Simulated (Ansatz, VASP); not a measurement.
# Cross-check of TaGe2As4PdSeS (1T-PdSSe under TaGe2As4, AA') between VASP and Ansatz, part 2 of 2

Wanted: the spread between two codes on one cell, functional and k mesh. The structure shown is the start of the Ansatz relaxation below; VASP solves that cell, so the two are compared at the walk's first step.

VASP 6.6.1 and Ansatz 0.2.0.

So far: Set-up; Ansatz: relaxation, PBEsol with D3(BJ).

## Step 3: VASP: single point, PBEsol with D3(BJ), start cell

Level of this step: PBEsol with D3(BJ), zero-moment start; plane waves and PAW (Se, Pd, S, As, Ge_d, Ta_pv) (VASP).

The same cell, functional, mesh and smearing now go to VASP, with its own data sets.

Lines of VASP's logs that name or quote its potential files are left out, and so is its time.

The input, INCAR:

```
SYSTEM = TaGe2As4PdSeS
PREC = Accurate
ENCUT = 410
EDIFF = 1E-06
NELM = 200
ISMEAR = -1
SIGMA = 0.05
LREAL = .FALSE.
ALGO = Normal
GGA = PS
IVDW = 12
NBANDS = 55
ISPIN = 2
MAGMOM = 0 0 -0 0 -0 -0 0 0 0 0
LASPH = .TRUE.
LMAXMIX = 4
LORBIT = 11
LWAVE = .FALSE.
LCHARG = .FALSE.
ISIF = 2
LDIPOL = .TRUE.
IDIPOL = 3
DIPOL = 0.5 0.5 0.499
LVHAR = .TRUE.
GGA_COMPAT = .FALSE.
NELMDL = -8
KPAR = 2
```

The input, POSCAR:

```
TaGe2As4PdSeS
1.0
    3.6850000000      0.0000000000      0.0000000000
   -1.8425000000      3.1913040000      0.0000000000
    0.0000000000      0.0000000000     60.8080920000
Se Pd S As Ge Ta
1 1 1 4 2 1
Direct
    0.6666666667      0.3333333333      0.3774168741
    0.0000000000      0.0000000000      0.3987912332
    0.3333333333      0.6666666667      0.4149920869
    0.3333333333      0.6666666667      0.4643276260
    0.0000000000      0.0000000000      0.5166726165
    0.0000000000      0.0000000000      0.5702381354
    0.3333333333      0.6666666667      0.6225831259
    0.0000000000      0.0000000000      0.4785197996
    0.0000000000      0.0000000000      0.6083909523
    0.3333333333      0.6666666667      0.5434553842
```

The input, KPOINTS:

```
Automatic mesh
0
Gamma
12 12 1
0 0 0
```

PAW data sets: Se, Pd, S, As, Ge_d and Ta_pv (PBE family, release 64).

Command:

```sh
mpirun -np 2 vasp_std
```

Numbers of over 12 decimals in the logs are rounded to 6 here.

The program printed:

```text
[banner, memory and clock lines left out]
running    2 mpi-ranks, on    1 nodes
 distrk:  each k-point on    1 cores,    2 groups
 distr:  one band on    1 cores,    1 groups

 POSCAR found type information on POSCAR SePdS AsGeTa
 POSCAR found :  6 types and      10 ions
|                                                                             |
|               ----> ADVICE to this user running VASP <----                  |
|                                                                             |
|     You enforced a specific xc type in the INCAR file but a different       |
|     [... a line on the potential file left out ...]
|     I HOPE YOU KNOW WHAT YOU ARE DOING!                                     |
|                                                                             |

 LDA part: xc-table for (Slater+PW92), standard interpolation
|                                                                             |
|           W    W    AA    RRRRR   N    N  II  N    N   GGGG   !!!           |
|           W    W   A  A   R    R  NN   N  II  NN   N  G    G  !!!           |
|           W    W  A    A  R    R  N N  N  II  N N  N  G       !!!           |
|           W WW W  AAAAAA  RRRRR   N  N N  II  N  N N  G  GGG   !            |
|           WW  WW  A    A  R   R   N   NN  II  N   NN  G    G                |
|           W    W  A    A  R    R  N    N  II  N    N   GGGG   !!!           |
|                                                                             |
|     One of the lattice vectors is very long (>50 A), but AMIN is rather     |
|     large. This can spoil convergence since charge sloshing might occur     |
|     along the long lattice vector. If problems with convergence are         |
|     observed, try to decrease AMIN to a smaller value (e.g. 0.01).          |
|     Note: This warning only applies if the self-consistency cycle is        |
|     used.                                                                   |
|                                                                             |

 POSCAR, INCAR and KPOINTS ok, starting setup
 FFT: planning ... GRIDC
 FFT: planning ... GRID_SOFT
 FFT: planning ... GRID
 WAVECAR not read
 entering main loop
       N       E                     dE             d eps       ncg     rms          rms(c)
DAV:   1     0.629795416511E+03    0.62980E+03   -0.30236E+04  4863   0.122E+03
DAV:   2     0.319922950881E+02   -0.59780E+03   -0.56933E+03  5025   0.288E+02
DAV:   3    -0.551096988020E+02   -0.87102E+02   -0.85075E+02  5776   0.125E+02
DAV:   4    -0.594731372853E+02   -0.43634E+01   -0.42835E+01  5024   0.346E+01
DAV:   5    -0.596377604517E+02   -0.16462E+00   -0.16420E+00  5953   0.582E+00
DAV:   6    -0.596418921184E+02   -0.41317E-02   -0.41304E-02  5929   0.852E-01
DAV:   7    -0.596420542537E+02   -0.16214E-03   -0.16212E-03  6216   0.156E-01
DAV:   8    -0.596420610349E+02   -0.67813E-05   -0.67810E-05  5929   0.295E-02    0.202E+01
DAV:   9    -0.653445306460E+02   -0.57025E+01   -0.30056E+01  4868   0.288E+01    0.355E+01
DAV:  10    -0.575641109273E+02    0.77804E+01   -0.79865E+00  5273   0.113E+01    0.132E+01
DAV:  11    -0.104508521139E+03   -0.46944E+02   -0.99850E+01  5880   0.319E+01    0.349E+01
DAV:  12    -0.560455366257E+02    0.48463E+02   -0.16292E+02  6016   0.264E+01    0.658E+00
DAV:  13    -0.568151744766E+02   -0.76964E+00   -0.13689E+01  4900   0.108E+01    0.314E+00
DAV:  14    -0.568080423054E+02    0.71322E-02   -0.95565E-01  5154   0.347E+00    0.275E+00
[...]
DAV:  53    -0.567065924935E+02   -0.21261E-05   -0.16447E-08  2783   0.356E-04    0.665E-04
DAV:  54    -0.567065967206E+02   -0.42270E-05   -0.17009E-08  2779   0.548E-04    0.502E-04
DAV:  55    -0.567066020861E+02   -0.53655E-05   -0.23496E-08  2746   0.362E-04    0.711E-04
DAV:  56    -0.567066047781E+02   -0.26920E-05   -0.71760E-09  2751   0.290E-04    0.795E-04
DAV:  57    -0.567066086139E+02   -0.38358E-05   -0.79507E-09  2762   0.291E-04    0.495E-04
DAV:  58    -0.567066116546E+02   -0.30407E-05   -0.10922E-08  2845   0.260E-04    0.372E-04
DAV:  59    -0.567066128016E+02   -0.11470E-05   -0.44253E-09  2785   0.215E-04    0.247E-04
DAV:  60    -0.567066135653E+02   -0.76374E-06   -0.54482E-09  2777   0.207E-04
   1 F= -.59919033E+02 E0= -.59906791E+02  d E =-.244834E-01  mag=    -0.0000
```

From OUTCAR (step 3):

```text
ion  position               nearest neighbor table
   1  0.667  0.333  0.377-   2 2.49   2 2.49   2 2.49
   2  0.000  0.000  0.399-   3 2.34   3 2.34   3 2.34   1 2.49   1 2.49   1 2.49
   3  0.333  0.667  0.415-   2 2.34   2 2.34   2 2.34
   4  0.333  0.667  0.464-   8 2.30   8 2.30   8 2.30
   5  0.000  0.000  0.517-   8 2.32  10 2.68  10 2.68  10 2.68
   6  0.000  0.000  0.570-   9 2.32  10 2.68  10 2.68  10 2.68
   7  0.333  0.667  0.623-   9 2.30   9 2.30   9 2.30
   8  0.000  0.000  0.479-   4 2.30   4 2.30   4 2.30   5 2.32
   9  0.000  0.000  0.608-   7 2.30   7 2.30   7 2.30   6 2.32
  10  0.333  0.667  0.543-   6 2.68   6 2.68   6 2.68   5 2.68   5 2.68   5 2.68

  LATTYP: Found a hexagonal cell.
 ALAT       =     3.6850000000
 C/A-ratio  =    16.5015175034

 Subroutine GETGRP returns: Found  6 space group operations
 (whereof  6 operations were pure point group operations)

The static configuration has the point symmetry C_3v.

 Found     19 irreducible k-points:

   k-points           NKPTS =     19   k-points in BZ     NKDIM =     19   number of bands    NBANDS=     55

   dimension x,y,z NGX =    24 NGY =   24 NGZ =  420
   dimension x,y,z NGXF=    48 NGYF=   48 NGZF=  840

   ENCUT  =  410.0 eV  30.13 Ry    5.49 a.u.   6.08  6.08100.39*2*pi/ulx,y,z

   NELECT =      81.0000    total number of electrons

 k-points in reciprocal lattice and weights: Automatic mesh
   0.00000000  0.00000000  0.00000000       0.007
   0.08333333 -0.00000000  0.00000000       0.042
   0.16666667  0.00000000  0.00000000       0.042
   0.25000000  0.00000000  0.00000000       0.042
   0.33333333  0.00000000  0.00000000       0.042
   0.41666667 -0.00000000  0.00000000       0.042
   0.50000000  0.00000000  0.00000000       0.021
   0.08333333  0.08333333  0.00000000       0.042
   0.16666667  0.08333333  0.00000000       0.083
[...]
0.33333333  0.25000000  0.00000000       0.083
   0.33333333  0.33333333  0.00000000       0.014

 dipolmoment           0.000000      0.000000      0.009173 electrons x Angstroem

 average (electrostatic) potential at core
       1 -60.7431       2 -83.8976       3 -94.3442       4 -56.9542       5 -55.6760
       6 -55.5798       7 -56.5119       8 -81.8062       9 -81.5347      10 -44.5411

 E-fermi :  -1.8608

 spin component 1
 k-point     1 :       0.0000    0.0000    0.0000
  band No.  band energies     occupation
    ...
     36      -2.9821      1.00000
     37      -2.9821      1.00000
     38      -2.2390      0.99948
     39      -2.1040      0.99234
     40      -2.1040      0.99234
     41      -1.7331      0.07224
     42      -1.3604      0.00005
     43      -0.8645      0.00000
     44      -0.3839      0.00000
     45      -0.3839      0.00000
    ...

 k-point     2 :       0.0833   -0.0000    0.0000
  band No.  band energies     occupation
    ...
     36      -3.1423      1.00000
     37      -3.0241      1.00000
     38      -2.3391      0.99993
     39      -2.2331      0.99942
     40      -2.1107      0.99330
     41      -1.4258      0.00017
     42      -0.8202      0.00000
     43      -0.7454      0.00000
     44      -0.4773      0.00000
     45      -0.4687      0.00000
    ...

 k-point     3 :       0.1667    0.0000    0.0000
  band No.  band energies     occupation
    ...
     36      -3.2138      1.00000
     37      -3.0017      1.00000
     38      -2.8022      1.00000
     39      -2.5435      1.00000
     40      -2.1601      0.99749
     41      -1.6848      0.02878
     42      -1.4288      0.00018
     43      -0.6200      0.00000
     44      -0.6126      0.00000
     45      -0.3863      0.00000
    ...

 k-point     4 :       0.2500    0.0000    0.0000
  band No.  band energies     occupation
    ...
     37      -3.2267      1.00000
     38      -2.9062      1.00000
     39      -2.7020      1.00000
     40      -2.4266      0.99999
     41      -2.0350      0.97028
     42      -1.7532      0.10429
     43      -0.9333      0.00000
     44      -0.7146      0.00000
     45      -0.6585      0.00000
     46       0.7134      0.00000
    ...

 k-point     5 :       0.3333    0.0000    0.0000
  band No.  band energies     occupation
    ...
     37      -3.4684      1.00000
     38      -3.2052      1.00000
     39      -2.7617      1.00000
     40      -2.3930      0.99998
     41      -2.2922      0.99982
     42      -1.5689      0.00291
     43      -1.1864      0.00000
     44      -1.0188      0.00000
     45      -0.6076      0.00000
     46       0.4332      0.00000
    ...

 k-point     6 :       0.4167   -0.0000    0.0000
  band No.  band energies     occupation
    ...
     37      -3.6008      1.00000
     38      -3.4022      1.00000
     39      -2.9928      1.00000
     40      -2.4598      0.99999
     41      -2.1605      0.99751
     42      -1.5183      0.00106
     43      -1.1843      0.00000
     44      -1.0549      0.00000
     45      -0.5402      0.00000
     46       0.1827      0.00000
    ...

 Edisp (eV)   -3.21242

  Total       1.60152     1.60152     6.13370     0.00000    -0.00000     0.00000
  in kB       3.58819     3.58819    13.74252     0.00000    -0.00000     0.00000
  external pressure =        6.97 kB  Pullay stress =        0.00 kB

  energy-cutoff  :      410.00
  volume of cell :      715.10
      direct lattice vectors                 reciprocal lattice vectors
     3.685000000  0.000000000  0.000000000     0.271370421  0.156675766  0.000000000
    -1.842500000  3.191304000  0.000000000     0.000000000  0.313351533  0.000000000
     0.000000000  0.000000000 60.808092000     0.000000000  0.000000000  0.016445180

 POSITION                                       TOTAL-FORCE (eV/Angst)
 -----------------------------------------------------------------------------------
      1.84250      1.06377     22.95000        -0.000000     -0.000000     -0.045496
      0.00000      0.00000     24.24973         0.000000      0.000000     -1.166042
     -0.00000      2.12754     25.23488         0.000000      0.000000      1.095315
     -0.00000      2.12754     28.23488        -0.000000      0.000000     -2.751646
      0.00000      0.00000     31.41788         0.000000      0.000000      2.834428
      0.00000      0.00000     34.67509         0.000000      0.000000     -2.632710
     -0.00000      2.12754     37.85809        -0.000000      0.000000      2.854203
      0.00000      0.00000     29.09788        -0.000000     -0.000000      1.745825
      0.00000      0.00000     36.99509         0.000000      0.000000     -1.777192
     -0.00000      2.12754     33.04649        -0.000000     -0.000000     -0.156686
 -----------------------------------------------------------------------------------
    total drift:                                0.000000      0.000016      0.000046

  FREE ENERGIE OF THE ION-ELECTRON SYSTEM (eV)
  ---------------------------------------------------
  free  energy   TOTEN  =       -59.9190325168 eV

  energy  without entropy=      -59.8945490828  energy(sigma->0) =      -59.90679080

 vacuum level on the upper side and lower side of the slab         3.020         2.879

 total charge
# of ion       s       p       d       tot
------------------------------------------
    1        1.489   2.226   0.050   3.765
    2        0.520   0.751   8.438   9.709
    3        1.372   2.240   0.000   3.612
    4        1.258   1.586   0.055   2.899
    5        1.211   1.584   0.049   2.844
    6        1.208   1.588   0.049   2.845
    7        1.248   1.609   0.050   2.907
    8        1.131   1.354  10.104  12.589
    9        1.121   1.360  10.105  12.586
   10        0.273   6.132   2.272   8.678
--------------------------------------------------
tot         10.831  20.432  31.172  62.434

 magnetization (x)
# of ion       s       p       d       tot
------------------------------------------
    1        0.000   0.000  -0.000   0.000
    2       -0.000  -0.000   0.000   0.000
    3       -0.000  -0.000   0.000  -0.000
    4        0.000   0.000  -0.000   0.000
    5        0.000   0.000  -0.000   0.000
    6        0.000   0.000  -0.000   0.000
    7        0.000   0.000   0.000   0.000
    8        0.000  -0.000  -0.000  -0.000
    9        0.000   0.000   0.000   0.000
   10       -0.000  -0.000  -0.000  -0.000
--------------------------------------------------
tot          0.000   0.000  -0.000  -0.000

[... 1 further part left out ...]
```

This run allows spin, but its moments start at zero, where symmetry between the spins tends to hold them. Its electron count is odd, so without a moment it is a metal by construction.

## Step 4: Side by side

Known differences besides the potentials themselves: Ansatz cuts the interaction across the vacuum, VASP repeats the sheet with a dipole correction; the data sets hold 141 valence electrons in Ansatz (on its default PAW (the set named soft_2) files) and 81 in VASP; the cutoff is 420 eV in Ansatz and 410 eV in VASP; Ansatz makes its cores anew for this functional, VASP keeps those of its PBE data sets. Total energies have different zeros and are not compared.

Forces (eV/Å; atoms numbered as in POSCAR):

```csv
atom,"Ansatz x, y, z","VASP x, y, z"
Se1,"0.000, 0.000, -0.037","0.000, 0.000, -0.045"
Pd2,"0.000, 0.000, -1.180","0.000, 0.000, -1.166"
S3,"0.000, 0.000, 1.103","0.000, 0.000, 1.095"
As4,"0.000, 0.000, -2.703","0.000, 0.000, -2.752"
As5,"0.000, 0.000, 2.819","0.000, 0.000, 2.834"
As6,"0.000, 0.000, -2.619","0.000, 0.000, -2.633"
As7,"0.000, 0.000, 2.803","0.000, 0.000, 2.854"
Ge8,"0.000, 0.000, 1.735","0.000, 0.000, 1.746"
Ge9,"0.000, 0.000, -1.766","0.000, 0.000, -1.777"
Ta10,"0.000, 0.000, -0.155","0.000, 0.000, -0.157"
```

The forces differ by 14 meV/Å r.m.s., which is 1.2 % of the r.m.s. force of 1.147 eV/Å (both taken over all components). Moments aren't recorded for both runs of this pair, so they may hold unlike magnetic states. With vacuum in the cell, a pressure given here is an average over mostly empty space and none of the material.

## Step 5: What came out

```
r.m.s. force difference (single point, PBEsol with D3(BJ), start cell) : 1.2 % of the r.m.s. force
```

In words: The r.m.s. force difference is 1.2 % of the r.m.s. force (single point, PBEsol with D3(BJ), start cell), within the 3 % picked in this series as the mark of a large difference. The data sets hold unlike numbers of valence electrons (141 in Ansatz and 81 in VASP), so part of the differences comes from the potentials. How closely two codes agree says nothing of how well the functional describes the real material.

[Lines on the potential files, build, host, timing and source positions are cut from VASP's logs without a mark.]

[Logs are printed without paths, hosts, clocks, repeated set-up lines and the standing remarks that a program may print on its own settings, such as how far it seeks lower states.]

[Hosts, paths, dates, database ids (printed as entryN), source tags and the programs' standing remarks are cut or masked in the printed files.]
